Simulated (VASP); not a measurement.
# BaZnPF: Cu into a neighbouring F vacancy, part 2 of 4

Wanted: the minimum-energy path in BaZnPF for this move: Cu into a neighbouring F vacancy. The start is a cell from a database of measured crystal structures.

VASP 6.6.1, plane waves and PAW; the level of theory is named at each step.

So far. Step 2 (Relax the host): The run ended after 5 ionic steps, 0.029 eV below its first step, once forces and stress met EDIFFG = -0.02.

## Step 3: Relax the start

This step: PBE, spin-polarised, with small moments to start from; plane waves and PAW (Ba_sv, Zn, P, Cu, F) (VASP 6.6.1).

System of this step: Ba4Zn4CuP4F2. The cell holds 15 atoms: 4 Ba, 4 Zn, 4 P, 1 Cu and 2 F. Cell: a = 5.925 Å, b = 5.925 Å, c = 9.555 Å, α = 90.0°, β = 90.0°, γ = 90.0°. It derives from BaZnPF. Nearest the centre at fractional (0.250, 0.250, 0.500): Ba1 at 1.63 Å, Cu13 at 2.06 Å, F15 at 2.10 Å, F14 at 2.10 Å, Ba3 at 3.36 Å, Ba4 at 3.37 Å, P11 at 3.38 Å, Ba2 at 4.47 Å.

A path needs two true minima; the start is relaxed with symmetry off.

INCAR reads:

```
SYSTEM = Ba4Zn4CuP4F2
PREC = Normal
ENCUT = 400
EDIFF = 1E-05
NELM = 120
ISMEAR = 0
SIGMA = 0.05
LREAL = Auto
ALGO = Fast
GGA = PE
NBANDS = 91
ISPIN = 2
MAGMOM = 0.6 0 0 0 0 0 0 0 0 0 0 0 0.6 0 0.6
LASPH = .TRUE.
LMAXMIX = 4
LORBIT = 11
LWAVE = .FALSE.
LCHARG = .FALSE.
NCORE = 5
IBRION = 2
NSW = 60
ISIF = 2
EDIFFG = -0.05
POTIM = 0.4
MAXMIX = 40
ISYM = 0
```

POSCAR reads:

```
Ba4Zn4CuP4F2
1.0
    4.1896564335      4.1896564335      0.0000000000
   -4.1896564335      4.1896564335      0.0000000000
    0.0000000000      0.0000000000      9.5552734482
Ba Zn P Cu F
4 4 4 1 2
Direct
    0.2527859142      0.2511362124      0.6707632229
    0.7490505155      0.7552713465      0.6710058899
    0.2501054141      0.7526686468      0.3306914910
    0.7507698835      0.2493657946      0.3310727268
   -0.0021466296      0.0013689527     -0.0010091167
    0.5015241544      0.4986654655     -0.0006121369
    0.4975198427      0.0012524087      0.0000170423
    0.0024308936      0.5037465285      0.0021071596
    0.2390201600      0.7519623309      0.8520406314
    0.7495022327      0.2515176266      0.8528613176
    0.2524007171      0.2422908726      0.1468031963
    0.7564193202      0.7466678208      0.1489814037
    0.4948394777      0.4972931699      0.5003505180
    0.4973307168     -0.0031896795      0.4985699485
   -0.0024269181      0.4979169940      0.4997943126
```

KPOINTS reads:

```
Automatic mesh
0
Gamma
2 2 1
0 0 0
```

PAW data sets: Ba_sv, Zn, P, Cu and F (PBE family, release 64).

Started as:

```console
mpirun -np 5 vasp_std
```

The program printed:

```text
[banner, memory and clock lines left out]
running    5 mpi-ranks, on    1 nodes
 distrk:  each k-point on    5 cores,    1 groups
 distr:  one band on    5 cores,    1 groups

 POSCAR found type information on POSCAR BaZnP CuF
 POSCAR found :  5 types and      15 ions
 [... a notice as in an earlier step ...]

 LDA part: xc-table for (Slater+PW92), standard interpolation
 POSCAR, INCAR and KPOINTS ok, starting setup
 FFT: planning ... GRIDC
 FFT: planning ... GRID_SOFT
 FFT: planning ... GRID
 WAVECAR not read
 entering main loop
       N       E                     dE             d eps       ncg     rms          rms(c)
DAV:   1     0.122134403398E+04    0.12213E+04   -0.47796E+04  1456   0.131E+03
DAV:   2     0.141782369575E+03   -0.10796E+04   -0.10017E+04  1496   0.355E+02
DAV:   3    -0.450434487853E+02   -0.18683E+03   -0.17993E+03  1633   0.159E+02
DAV:   4    -0.599874165584E+02   -0.14944E+02   -0.14773E+02  2088   0.409E+01
DAV:   5    -0.606163236741E+02   -0.62891E+00   -0.62747E+00  2264   0.816E+00    0.171E+01
RMM:   6    -0.562870121244E+02    0.43293E+01   -0.20714E+01  1567   0.185E+01    0.108E+01
RMM:   7    -0.560901881611E+02    0.19682E+00   -0.55420E+00  1690   0.103E+01    0.652E+00
RMM:   8    -0.561705900511E+02   -0.80402E-01   -0.22310E+00  1776   0.544E+00    0.308E+00
RMM:   9    -0.561048542194E+02    0.65736E-01   -0.53289E-01  1886   0.300E+00    0.991E-01
RMM:  10    -0.561141450704E+02   -0.92909E-02   -0.92993E-02  1917   0.978E-01    0.343E-01
RMM:  11    -0.561155971057E+02   -0.14520E-02   -0.28725E-02  2170   0.491E-01    0.217E-01
RMM:  12    -0.561167281501E+02   -0.11310E-02   -0.91949E-03  2350   0.266E-01    0.131E-01
RMM:  13    -0.561174416628E+02   -0.71351E-03   -0.50979E-03  2314   0.167E-01    0.461E-02
RMM:  14    -0.561176906951E+02   -0.24903E-03   -0.29662E-03  2295   0.126E-01    0.261E-02
RMM:  15    -0.561179151555E+02   -0.22446E-03   -0.22860E-03  2197   0.952E-02    0.186E-02
RMM:  16    -0.561180597576E+02   -0.14460E-03   -0.15249E-03  2078   0.755E-02    0.111E-02
RMM:  17    -0.561181823757E+02   -0.12262E-03   -0.12976E-03  1893   0.632E-02    0.873E-03
RMM:  18    -0.561182756194E+02   -0.93244E-04   -0.97932E-04  1686   0.543E-02    0.469E-03
RMM:  19    -0.561183565971E+02   -0.80978E-04   -0.85327E-04  1514   0.472E-02    0.418E-03
RMM:  20    -0.561184217366E+02   -0.65140E-04   -0.69195E-04  1397   0.414E-02    0.204E-03
RMM:  21    -0.561184760695E+02   -0.54333E-04   -0.57881E-04  1278   0.366E-02    0.255E-03
RMM:  22    -0.561185242810E+02   -0.48211E-04   -0.51074E-04  1163   0.325E-02    0.297E-03
RMM:  23    -0.561185635136E+02   -0.39233E-04   -0.42026E-04  1118   0.297E-02    0.758E-03
RMM:  24    -0.561185996214E+02   -0.36108E-04   -0.38437E-04  1067   0.266E-02    0.577E-03
RMM:  25    -0.561186278729E+02   -0.28251E-04   -0.30361E-04  1010   0.241E-02    0.560E-03
RMM:  26    -0.561186555794E+02   -0.27707E-04   -0.29482E-04   930   0.217E-02    0.645E-03
RMM:  27    -0.561186765614E+02   -0.20982E-04   -0.22550E-04   839   0.194E-02    0.730E-03
RMM:  28    -0.561186978454E+02   -0.21284E-04   -0.22719E-04   867   0.183E-02    0.717E-03
RMM:  29    -0.561187134486E+02   -0.15603E-04   -0.16801E-04   754   0.163E-02    0.805E-03
RMM:  30    -0.561187299593E+02   -0.16511E-04   -0.17663E-04   747   0.153E-02    0.813E-03
RMM:  31    -0.561187415967E+02   -0.11637E-04   -0.12631E-04   681   0.139E-02    0.876E-03
RMM:  32    -0.561187541534E+02   -0.12557E-04   -0.13593E-04   763   0.131E-02    0.817E-03
RMM:  33    -0.561187628176E+02   -0.86642E-05   -0.95246E-05   778   0.124E-02
   1 F= -.56118763E+02 E0= -.56115212E+02  d E =-.561188E+02  mag=     0.5000
 curvature:   0.00 expect dE= 0.000E+00 dE for cont linesearch  0.000E+00
 trial: gam= 0.00000 g(F)=  0.723E+00 g(S)=  0.000E+00 ort = 0.000E+00 (trialstep = 0.100E+01)
 search vector abs. value=  0.723E+00
 bond charge predicted
       N       E                     dE             d eps       ncg     rms          rms(c)
DAV:   1    -0.565109723041E+02   -0.39222E+00   -0.31216E+01  1518   0.142E+01    0.176E+00
RMM:   2    -0.568095082489E+02   -0.29854E+00   -0.25462E+00  1722   0.503E+00    0.285E+00
RMM:   3    -0.568846159256E+02   -0.75108E-01   -0.27215E+00  1643   0.414E+00    0.351E+00
RMM:   4    -0.568914394520E+02   -0.68235E-02   -0.21886E-01  1831   0.162E+00    0.382E+00
RMM:   5    -0.567514304092E+02    0.14001E+00   -0.11618E-01  1631   0.101E+00    0.304E+00
RMM:   6    -0.566890534748E+02    0.62377E-01   -0.21902E-01  1715   0.109E+00    0.183E+00
RMM:   7    -0.567019259050E+02   -0.12872E-01   -0.20375E-02  1682   0.450E-01    0.199E+00
RMM:   8    -0.567041995612E+02   -0.22737E-02   -0.48832E-03  1824   0.271E-01    0.193E+00
RMM:   9    -0.566964596472E+02    0.77399E-02   -0.69445E-03  1760   0.270E-01    0.168E+00
RMM:  10    -0.566968845434E+02   -0.42490E-03   -0.69732E-04  2127   0.817E-02    0.170E+00
RMM:  11    -0.566969341262E+02   -0.49583E-04   -0.19738E-04  1865   0.352E-02    0.170E+00
RMM:  12    -0.566973236038E+02   -0.38948E-03   -0.10630E-04  1635   0.325E-02    0.172E+00
RMM:  13    -0.566974347332E+02   -0.11113E-03   -0.51988E-05  1297   0.195E-02    0.172E+00
RMM:  14    -0.566966706274E+02    0.76411E-03   -0.45287E-04  1638   0.600E-02    0.165E+00
RMM:  15    -0.566988388949E+02   -0.21683E-02   -0.26113E-04  1503   0.414E-02    0.167E+00
RMM:  16    -0.567018842025E+02   -0.30453E-02   -0.48756E-04  1780   0.586E-02    0.166E+00
RMM:  17    -0.567028302360E+02   -0.94603E-03   -0.14219E-04  1473   0.428E-02    0.165E+00
RMM:  18    -0.567037374955E+02   -0.90726E-03   -0.57138E-04  1953   0.106E-01    0.155E+00
RMM:  19    -0.567072758281E+02   -0.35383E-02   -0.16357E-03  2121   0.156E-01    0.144E+00
RMM:  20    -0.567051318325E+02    0.21440E-02   -0.31264E-03  2198   0.205E-01    0.122E+00
RMM:  21    -0.567025648540E+02    0.25670E-02   -0.20856E-03  2131   0.151E-01    0.106E+00
RMM:  22    -0.567004558609E+02    0.21090E-02   -0.50207E-03  2388   0.261E-01    0.808E-01
RMM:  23    -0.567000226358E+02    0.43323E-03   -0.11485E-03  2073   0.120E-01    0.712E-01
RMM:  24    -0.566982299876E+02    0.17926E-02   -0.12181E-03  1934   0.906E-02    0.601E-01
RMM:  25    -0.566964520407E+02    0.17779E-02   -0.17203E-03  2030   0.109E-01    0.468E-01
RMM:  26    -0.566953567451E+02    0.10953E-02   -0.12762E-03  2012   0.960E-02    0.361E-01
RMM:  27    -0.566945988952E+02    0.75785E-03   -0.13740E-03  2011   0.100E-01    0.247E-01
RMM:  28    -0.566943862312E+02    0.21266E-03   -0.48543E-04  1675   0.579E-02    0.191E-01
RMM:  29    -0.566956973501E+02   -0.13111E-02   -0.21982E-03  2039   0.146E-01    0.339E-01
RMM:  30    -0.566946243157E+02    0.10730E-02   -0.11237E-03  1711   0.826E-02    0.217E-01
RMM:  31    -0.566942140944E+02    0.41022E-03   -0.64537E-04  1773   0.652E-02    0.130E-01
RMM:  32    -0.566940673087E+02    0.14679E-03   -0.35803E-04  1670   0.545E-02    0.710E-02
RMM:  33    -0.566940240144E+02    0.43294E-04   -0.12240E-04  1342   0.326E-02    0.432E-02
RMM:  34    -0.566940038906E+02    0.20124E-04   -0.80501E-05  1282   0.252E-02    0.230E-02
RMM:  35    -0.566940032857E+02    0.60493E-06   -0.23975E-05  1035   0.165E-02
   2 F= -.56694003E+02 E0= -.56689281E+02  d E =-.575240E+00  mag=     0.5000
[... from here on, the cycles between the ionic steps are left out ...]
   3 F= -.57054948E+02 E0= -.57049848E+02  d E =-.936185E+00  mag=     0.5000
   4 F= -.57061644E+02 E0= -.57056400E+02  d E =-.942881E+00  mag=     0.5000
[...]
WARNING in EDDRMM: call to ZHEGV failed, returncode =   6  3     65
WARNING in EDDRMM: call to ZHEGV failed, returncode =   8  4     61
   5 F= -.57102877E+02 E0= -.57097753E+02  d E =-.412336E-01  mag=     0.5000
[...]
WARNING in EDDRMM: call to ZHEGV failed, returncode =   6  3     68
   6 F= -.57140444E+02 E0= -.57135793E+02  d E =-.788005E-01  mag=     0.5000
   7 F= -.57145838E+02 E0= -.57141253E+02  d E =-.539354E-02  mag=     0.5001
 trial-energy change:   -0.005394  1 .order   -0.005591   -0.007101   -0.004081
 step:   4.6197(harm=  4.6197)  dis= 0.01727  next Energy=   -57.148793 (dE=-0.835E-02)
 bond charge predicted
       N       E                     dE             d eps       ncg     rms          rms(c)
DAV:   1    -0.571432230531E+02    0.26115E-02   -0.13532E+00  1471   0.357E+00    0.355E-01
RMM:   2    -0.571475723969E+02   -0.43493E-02   -0.49940E-02  1744   0.832E-01    0.106E-01
RMM:   3    -0.571482672003E+02   -0.69480E-03   -0.69334E-03  1905   0.266E-01    0.239E-02
RMM:   4    -0.571483447859E+02   -0.77586E-04   -0.90741E-04  1997   0.889E-02    0.174E-02
RMM:   5    -0.571483570703E+02   -0.12284E-04   -0.16495E-04  1750   0.429E-02    0.105E-02
RMM:   6    -0.571483617241E+02   -0.46538E-05   -0.56128E-05  1346   0.256E-02
   8 F= -.57148362E+02 E0= -.57143729E+02  d E =-.791755E-02  mag=     0.4999
 curvature:  -2.57 expect dE=-0.375E-03 dE for cont linesearch -0.348E-06
 trial: gam= 0.03868 g(F)=  0.146E-03 g(S)=  0.000E+00 ort =-0.233E-04 (trialstep = 0.250E+01)
 search vector abs. value=  0.150E-03
 reached required accuracy - stopping structural energy minimisation
```

Wall time 7.1 min (5 MPI ranks of AMD EPYC 7R43, shared host); peak memory 0.59 GiB; 35 min of CPU time.

Parts of OUTCAR (step 3):

```text
 Found      4 irreducible k-points:

   k-points           NKPTS =      4   k-points in BZ     NKDIM =      4   number of bands    NBANDS=     91

   dimension x,y,z NGX =    30 NGY =   30 NGZ =   48
   dimension x,y,z NGXF=    60 NGYF=   60 NGZF=   96

   ENCUT  =  400.0 eV  29.40 Ry    5.42 a.u.   9.66  9.66 15.58*2*pi/ulx,y,z

   NELECT =     133.0000    total number of electrons

 E-fermi :   4.2924

 spin component 1
 k-point     1 :       0.0000    0.0000    0.0000
  band No.  band energies     occupation
    ...
     63       2.1747      1.00000
     64       2.2479      1.00000
     65       3.0615      1.00000
     66       3.0629      1.00000
     67       3.4189      1.00000
     68       4.3745      0.01009
     69       4.4069      0.00060
     70       4.8592      0.00000
     71       5.3575      0.00000
     72       5.3596      0.00000
    ...

 k-point     2 :       0.5000    0.0000    0.0000
  band No.  band energies     occupation
    ...
     63       1.8719      1.00000
     64       2.2054      1.00000
     65       2.3237      1.00000
     66       2.6546      1.00000
     67       4.2863      0.56887
     68       5.2147      0.00000
     69       5.4560      0.00000
     70       5.6332      0.00000
     71       5.8448      0.00000
     72       6.4094      0.00000
    ...

 k-point     3 :       0.0000    0.5000    0.0000
  band No.  band energies     occupation
    ...
     63       1.8721      1.00000
     64       2.2055      1.00000
     65       2.3236      1.00000
     66       2.6549      1.00000
     67       4.2862      0.57023
     68       5.2155      0.00000
     69       5.4558      0.00000
     70       5.6320      0.00000
     71       5.8456      0.00000
     72       6.4079      0.00000
    ...

 k-point     4 :       0.5000    0.5000    0.0000
  band No.  band energies     occupation
    ...
     64       2.1343      1.00000
     65       2.1355      1.00000
     66       3.1489      1.00000
     67       4.2558      0.85006
     68       4.7308      0.00000
     69       4.8986      0.00000
     70       4.9003      0.00000
     71       5.3248      0.00000
     72       5.3753      0.00000
     73       5.3798      0.00000
    ...

  Total        2.2733736      2.2466302     -0.5358869      0.0027985     -0.0878585     -0.1053887
  in kB       10.8580405     10.7303091     -2.5594922      0.0133663     -0.4196281     -0.5033555
  external PRESSURE =       6.3429524 kB  Pullay stress =       0.0000000 kB

  energy-cutoff  :      400.00
  volume of cell :      335.45
      direct lattice vectors                 reciprocal lattice vectors
     4.189656433  4.189656433  0.000000000     0.119341528  0.119341528  0.000000000
    -4.189656433  4.189656433  0.000000000    -0.119341528  0.119341528  0.000000000
     0.000000000  0.000000000  9.555273448     0.000000000  0.000000000  0.104654252

 POSITION                                       TOTAL-FORCE (eV/Angst)
 -----------------------------------------------------------------------------------
     -0.00781      2.01670      6.66081         0.007620     -0.006939     -0.012571
     -0.00568      6.35627      6.64446         0.000442     -0.001672     -0.010296
     -2.17226      4.18859      2.90751         0.006587      0.006410      0.013962
      2.17148      4.18891      2.91232         0.006425      0.000799     -0.007008
      4.17682      4.18382      0.00203         0.009368     -0.000388      0.000942
      0.00296      4.19108      0.00147        -0.014346     -0.002164      0.003551
     -2.09595      6.27442      9.55293         0.002356      0.004568      0.006877
     -2.09488      2.09882      0.00799        -0.004681     -0.008385     -0.009055
     -2.08419      4.18495      8.16552         0.010117      0.005287      0.012228
      2.07332      4.18817      8.16820         0.022920     -0.004318     -0.004258
      0.00395      2.11056      1.38929        -0.022243     -0.017525      0.009990
      0.00094      6.26696      1.39413        -0.019194      0.005861     -0.010625
      0.00132      4.17528      4.77867        -0.007461      0.007043      0.002668
     -2.09933      6.27761      4.77623         0.002952      0.004810      0.005164
      2.09244      6.27814      4.78055        -0.000863      0.006613     -0.001570
 -----------------------------------------------------------------------------------
    total drift:                               -0.012884     -0.009466      0.007642

  FREE ENERGIE OF THE ION-ELECTRON SYSTEM (eV)
  ---------------------------------------------------
  free  energy   TOTEN  =       -57.1483617241 eV

  energy  without entropy=      -57.1390955181  energy(sigma->0) =      -57.14372862

 total charge
# of ion       s       p       d       tot
------------------------------------------
    1        2.015   5.589   0.345   7.950
    2        2.015   5.589   0.343   7.947
    3        2.015   5.589   0.344   7.948
    4        2.015   5.589   0.344   7.948
    5        0.579   0.440   9.755  10.775
    6        0.566   0.452   9.760  10.779
    7        0.569   0.453   9.755  10.777
    8        0.569   0.453   9.755  10.777
    9        1.033   1.468   0.000   2.501
   10        1.033   1.469   0.000   2.501
   11        1.033   1.468   0.000   2.501
   12        1.033   1.469   0.000   2.501
   13        0.697   0.053   9.272  10.022
   14        1.772   4.341   0.000   6.112
   15        1.772   4.341   0.000   6.112
--------------------------------------------------
tot         18.714  38.762  49.673 107.150

 magnetization (x)
# of ion       s       p       d       tot
------------------------------------------
    1        0.004   0.000   0.023   0.027
    2        0.004   0.000   0.023   0.028
    3        0.004   0.000   0.023   0.027
    4        0.004   0.000   0.023   0.028
    5        0.017   0.000   0.001   0.018
    6       -0.001   0.003   0.003   0.005
    7       -0.001   0.001   0.001   0.001
    8       -0.001   0.001   0.001   0.001
    9        0.002   0.001   0.000   0.003
   10        0.002   0.001   0.000   0.003
   11        0.002   0.001   0.000   0.003
   12        0.002   0.001   0.000   0.003
   13       -0.001   0.001   0.001   0.001
   14        0.001   0.004   0.000   0.005
   15        0.001   0.004   0.000   0.005
--------------------------------------------------
tot          0.036   0.020   0.099   0.155

[... 1 part as in an earlier step ...]

[... 7 further parts left out ...]
```

CONTCAR:

```
Ba4Zn4CuP4F2
   1.00000000000000
     4.1896564334999997    4.1896564334999997    0.0000000000000000
    -4.1896564334999997    4.1896564334999997    0.0000000000000000
     0.0000000000000000    0.0000000000000000    9.5552734481999995
  Ba              Zn              P               Cu              F
     4     4     4     1     2
Direct
     0.2397437451290036    0.2416088843558892    0.6970824300041806
     0.7578894454193639    0.7592456942112012    0.6953707050451395
     0.2406316872313620    0.7591145290000132    0.3042837062815118
     0.7590584055603145    0.2407638878765030    0.3047868129075396
     0.9977707268721356    0.0008357415002931    0.0002126126498520
     0.5005231071939262    0.4998168537751943    0.0001541445458631
     0.4986648254938787    0.9989328906544611    0.9997551728920163
     0.0004697338389893    0.5004831489464496    0.0008361397694776
     0.2507075684350584    0.7481693228173335    0.8545560876955216
     0.7472561281006227    0.2523899701299600    0.8548369837318510
     0.2523477876540962    0.2514061155342407    0.1453950877742990
     0.7480203687795089    0.7477966695782702    0.1459019818827108
     0.4984415775540917    0.4981270940102280    0.5001085236514856
     0.4986421371049423    0.9997159020706301    0.4998528287555191
     0.9989584504327146    0.4995277865393278    0.5003043894130419
```

Relaxation path:

| step | energy less that of the first step (eV) | largest force (eV/Å) |
| --- | --- | --- |
| 1 | 0.0000 | 2.3634 |
| 2 | -0.5752 | 1.3836 |
| 3 | -0.9362 | 0.4310 |
| 4 | -0.9429 | 0.3914 |
| 5 | -0.9841 | 0.2732 |
| 6 | -1.0217 | 0.1451 |
| 7 | -1.0271 | 0.0847 |
| 8 | -1.0296 | 0.0300 |

The atoms that moved most (Å):

| atom | dx | dy | dz | length |
| --- | --- | --- | --- | --- |
| Ba1 | -0.015 | -0.095 | 0.251 | 0.269 |
| Ba3 | -0.067 | -0.013 | -0.252 | 0.261 |
| Ba4 | 0.071 | -0.001 | -0.251 | 0.261 |
| Ba2 | 0.020 | 0.054 | 0.233 | 0.240 |
| P9 | 0.065 | 0.033 | 0.024 | 0.077 |
| P12 | -0.040 | -0.030 | -0.029 | 0.058 |
| P11 | -0.038 | 0.038 | -0.013 | 0.056 |
| Zn8 | 0.005 | -0.022 | -0.012 | 0.026 |

Final coordinates:

```
Ba Zn P Cu F
1.0
     4.18966    4.18966    0.00000
    -4.18966    4.18966    0.00000
     0.00000    0.00000    9.55527
Ba Zn P Cu F
4 4 4 1 2
Direct
  0.23974 0.24161 0.69708
  0.75789 0.75925 0.69537
  0.24063 0.75911 0.30428
  0.75906 0.24076 0.30479
  0.99777 0.00084 0.00021
  0.50052 0.49982 0.00015
  0.49866 0.99893 0.99976
  0.00047 0.50048 0.00084
  0.25071 0.74817 0.85456
  0.74726 0.25239 0.85484
  0.25235 0.25141 0.14540
  0.74802 0.74780 0.14590
  0.49844 0.49813 0.50011
  0.49864 0.99972 0.49985
  0.99896 0.49953 0.50030
```

Numbers from this step:

* electronic cycles: 122
* electrons: 133
* free energy (TOTEN): -57.1484 eV
* energy at zero smearing: -57.1437 eV
* Fermi energy: 4.292 eV
* moment of the cell, from the last line of the log: 0.4999 μB
* labelled metallic, from the levels on this mesh: yes

Spin moment in the PAW sphere by atom:

| atom | spin moment in the PAW sphere (μB) |
| --- | --- |
| Ba1 | 0.0270 |
| Ba2 | 0.0280 |
| Ba3 | 0.0270 |
| Ba4 | 0.0280 |
| Zn5 | 0.0180 |
| Zn6 | 0.0050 |
| Zn7 | 0.0010 |
| Zn8 | 0.0010 |
| P9 | 0.0030 |
| P10 | 0.0030 |
| P11 | 0.0030 |
| P12 | 0.0030 |
| Cu13 | 0.0010 |
| F14 | 0.0050 |
| F15 | 0.0050 |

The run ended after 8 ionic steps, 1.030 eV below its first step, once the forces on the free atoms met EDIFFG = -0.05.

[end of part 2 of 4]

[Lines on the potential files, build, host, timing and source positions are cut from VASP's logs without a mark.]

[Logs are printed without paths, hosts, clocks, repeated set-up lines and the standing remarks that a program may print on its own settings, such as how far it seeks lower states.]

[Hosts, paths, dates, database ids (printed as entryN), source tags and the programs' standing remarks are cut or masked in the printed files.]

[Runs that stopped without an error message from VASP are left out.]
